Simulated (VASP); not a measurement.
Data:

```xyz
72
Lattice="9.6498 0.0000 0.0000 0.0000 9.6498 0.0000 0.0000 0.0000 9.7143" Properties=species:S:1:pos:R:3 pbc="T T T"
Sn     0.0000     0.0000     0.0000
Sn     2.4125     2.4125     1.6191
Sn     0.0000     0.0000     3.2381
Sn     2.4125     2.4125     4.8572
Sn     0.0000     0.0000     6.4762
Sn     2.4125     2.4125     8.0953
Sn     0.0000     4.8249     0.0000
Sn     2.4125     7.2374     1.6191
Sn     0.0000     4.8249     3.2381
Sn     2.4125     7.2374     4.8572
Sn     0.0000     4.8249     6.4762
Sn     2.4125     7.2374     8.0953
Sn     4.8249     0.0000     0.0000
Sn     7.2374     2.4125     1.6191
Sn     4.8249     0.0000     3.2381
Sn     7.2374     2.4125     4.8572
Sn     4.8249     0.0000     6.4762
Sn     7.2374     2.4125     8.0953
Sn     4.8635     4.7885     9.6995
Sn     7.2374     7.2374     1.6191
Sn     7.2374     7.2374     4.8572
Sn     4.7822     4.8570     6.4823
Sn     7.2374     7.2374     8.0953
O      1.4812     1.4812     0.0000
O      3.8937     0.9312     1.6191
O      0.9312     3.8937     1.6191
O      3.3437     3.3437     0.0000
O      1.4812     1.4812     3.2381
O      3.8937     0.9312     4.8572
O      0.9312     3.8937     4.8572
O      3.3765     3.3206     3.2045
O      1.4812     1.4812     6.4762
O      3.8937     0.9312     8.0953
O      0.9312     3.8937     8.0953
O      3.3437     3.3437     6.4762
O      1.4812     6.3062     0.0000
O      3.8690     5.7925     1.6377
O      0.9312     8.7186     1.6191
O      3.3437     8.1686     0.0000
O      1.4812     6.3062     3.2381
O      3.9394     5.7853     4.8553
O      0.9312     8.7186     4.8572
O      3.3437     8.1686     3.2381
O      1.4812     6.3062     6.4762
O      3.8937     5.7561     8.0953
O      0.9312     8.7186     8.0953
O      3.3437     8.1686     6.4762
O      6.3062     1.4812     0.0000
O      8.7186     0.9312     1.6191
O      5.7995     3.8889     1.6081
O      8.1686     3.3437     0.0000
O      6.3062     1.4812     3.2381
O      8.7186     0.9312     4.8572
O      5.7560     3.8738     4.8794
O      8.1686     3.3437     3.2381
O      6.3062     1.4812     6.4762
O      8.7186     0.9312     8.0953
O      5.7561     3.8937     8.0953
O      8.1686     3.3437     6.4762
O      6.3062     6.3062     0.0000
O      8.7186     5.7561     1.6191
O      5.7561     8.7186     1.6191
O      8.1686     8.1686     0.0000
O      6.3124     6.2802     3.2221
O      8.7186     5.7561     4.8572
O      5.7561     8.7186     4.8572
O      8.1686     8.1686     3.2381
O      6.3062     6.3062     6.4762
O      8.7186     5.7561     8.0953
O      5.7561     8.7186     8.0953
O      8.1686     8.1686     6.4762
In     4.8210     4.8456     3.2848
```
Cell charge +1.

Method: PBE GGA, VASP's PBE PAW potentials (set 64) (plane waves; VASP). Numerical set-up: PREC = Normal, LREAL = Auto, ISYM = 0, NELECT = 382.0, EDIFF = 1E-5, 400 eV cut-off, 1×1×1 Γ-centred mesh, Gaussian smearing of 0.050 eV, potentials Sn O In.

At this cut-off the stress carries a Pulay error, which pulls relaxed volumes low. The cell is charged, with a uniform compensating background. The supercell is sampled at Γ alone, which is coarse: total energies, pressure and levels can be off, energies of defects by several tenths of an eV.

Task: The ions are relaxed. Give the cell that the relaxation ends in.

Result: 
```xyz
72
Lattice="9.6498 0.0000 0.0000 0.0000 9.6498 0.0000 0.0000 0.0000 9.7143" Properties=species:S:1:pos:R:3 pbc="T T T"
Sn     0.0014     0.0001     9.7133
Sn     2.4051     2.4037     1.6218
Sn     0.0003     0.0005     3.2378
Sn     2.4050     2.4035     4.8547
Sn     0.0004     0.0009     6.4766
Sn     2.4137     2.4116     8.0960
Sn     0.0021     4.8239     9.7128
Sn     2.4151     7.2358     1.6123
Sn     0.0014     4.8255     3.2380
Sn     2.4149     7.2362     4.8650
Sn     0.0023     4.8240     6.4775
Sn     2.4131     7.2372     8.0951
Sn     4.8264     9.6492     9.7129
Sn     7.2363     2.4149     1.6117
Sn     4.8257     0.0005     3.2381
Sn     7.2361     2.4142     4.8652
Sn     4.8264     9.6487     6.4777
Sn     7.2381     2.4130     8.0955
Sn     4.8253     4.8266     0.0001
Sn     7.2472     7.2454     1.6223
Sn     7.2473     7.2455     4.8550
Sn     4.8269     4.8250     6.4773
Sn     7.2416     7.2390     8.0960
O      1.4760     1.4756     9.7119
O      3.8840     0.9223     1.6155
O      0.9255     3.8837     1.6165
O      3.3412     3.3384     9.7124
O      1.4551     1.4557     3.2380
O      3.8835     0.9222     4.8610
O      0.9268     3.8850     4.8594
O      3.2980     3.2919     3.2383
O      1.4753     1.4752     6.4789
O      3.8946     0.9375     8.0950
O      0.9391     3.8918     8.0952
O      3.3366     3.3422     6.4781
O      1.4562     6.3187     9.7042
O      3.8632     5.7875     1.5401
O      0.9367     8.7129     1.6141
O      3.3314     8.1951     9.7042
O      1.4838     6.3003     3.2393
O      3.8691     5.7918     4.9384
O      0.9368     8.7135     4.8624
O      3.3474     8.1713     3.2385
O      1.4581     6.3168     6.4863
O      3.8904     5.7603     8.0956
O      0.9317     8.7171     8.0946
O      3.3300     8.1971     6.4872
O      6.3184     1.4562     9.7049
O      8.7139     0.9368     1.6130
O      5.7907     3.8662     1.5384
O      8.1974     3.3300     9.7046
O      6.3024     1.4807     3.2378
O      8.7135     0.9369     4.8619
O      5.7869     3.8604     4.9393
O      8.1713     3.3477     3.2383
O      6.3203     1.4540     6.4870
O      8.7181     0.9320     8.0959
O      5.7605     3.8901     8.0955
O      8.1960     3.3311     6.4866
O      6.3125     6.3119     9.7116
O      8.7298     5.7674     1.6155
O      5.7672     8.7259     1.6165
O      8.1763     8.1757     9.7131
O      6.3593     6.3519     3.2387
O      8.7289     5.7668     4.8607
O      5.7671     8.7259     4.8598
O      8.1956     8.1953     3.2383
O      6.3139     6.3110     6.4798
O      8.7154     5.7572     8.0952
O      5.7587     8.7119     8.0955
O      8.1765     8.1760     6.4785
In     4.8262     4.8239     3.2388
```
Cell charge +1.

Task: How much energy does the relaxation gain?

Result: The energy (σ→0) changes by -8.5 meV/atom, in 14 ionic steps.

```json
[
 {"step": "1", "E(σ→0) (eV)": "-450.0612", "max force (eV/Å)": "2.898", "pressure (GPa)": "-5.54", "volume (Å³)": "904.59"},
 {"step": "2", "E(σ→0) (eV)": "-450.4243", "max force (eV/Å)": "1.509", "pressure (GPa)": "-5.72", "volume (Å³)": "904.59"},
 {"step": "3", "E(σ→0) (eV)": "-450.5652", "max force (eV/Å)": "0.703", "pressure (GPa)": "-5.77", "volume (Å³)": "904.59"},
 {"step": "4", "E(σ→0) (eV)": "-450.6444", "max force (eV/Å)": "0.221", "pressure (GPa)": "-5.85", "volume (Å³)": "904.59"},
 {"step": "5", "E(σ→0) (eV)": "-450.6446", "max force (eV/Å)": "0.241", "pressure (GPa)": "-5.85", "volume (Å³)": "904.59"},
 {"step": "6", "E(σ→0) (eV)": "-450.6618", "max force (eV/Å)": "0.174", "pressure (GPa)": "-5.85", "volume (Å³)": "904.59"},
 {"step": "7", "E(σ→0) (eV)": "-450.6620", "max force (eV/Å)": "0.216", "pressure (GPa)": "-5.85", "volume (Å³)": "904.59"},
 {"step": "8", "E(σ→0) (eV)": "-450.6679", "max force (eV/Å)": "0.082", "pressure (GPa)": "-5.83", "volume (Å³)": "904.59"},
 {"step": "9", "E(σ→0) (eV)": "-450.6680", "max force (eV/Å)": "0.092", "pressure (GPa)": "-5.83", "volume (Å³)": "904.59"},
 {"step": "10", "E(σ→0) (eV)": "-450.6709", "max force (eV/Å)": "0.053", "pressure (GPa)": "-5.83", "volume (Å³)": "904.59"},
 {"step": "11", "E(σ→0) (eV)": "-450.6715", "max force (eV/Å)": "0.066", "pressure (GPa)": "-5.83", "volume (Å³)": "904.59"},
 {"step": "12", "E(σ→0) (eV)": "-450.6731", "max force (eV/Å)": "0.038", "pressure (GPa)": "-5.84", "volume (Å³)": "904.59"},
 {"step": "13", "E(σ→0) (eV)": "-450.6731", "max force (eV/Å)": "0.043", "pressure (GPa)": "-5.84", "volume (Å³)": "904.59"},
 {"step": "14", "E(σ→0) (eV)": "-450.6739", "max force (eV/Å)": "0.028", "pressure (GPa)": "-5.85", "volume (Å³)": "904.59"}
]
```

The cell is a supercell with a defect, built from SnO2 (rutile): In_Sn, charge +1. The run is not spin-polarised, so no state with unpaired spins was tried.
